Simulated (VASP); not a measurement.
Here is the system:

```xyz
1
Lattice="-1.6087 1.6332 1.6332 1.6087 -1.6332 1.6332 1.6087 1.6332 -1.6332" Properties=species:S:1:pos:R:3 pbc="T T T"
Nb     0.0000     0.0000     0.0000
```

Calculation: PBEsol GGA, VASP's PBE PAW potentials (set 64) (plane waves; VASP). Settings: 480 eV cut-off, 14×14×14 Γ-centred mesh, first-order Methfessel-Paxton smearing of 0.10 eV, potentials Nb_sv.

Give the stress tensor in GPa (positive for a compressed cell).

```
4.52  0.00  0.00
0.00  2.56  0.00
0.00  0.00  2.56
```
The pressure is its mean diagonal, 3.22 GPa.

The compound is Nb in the bcc structure. This cell was strained or had an atom moved on purpose.
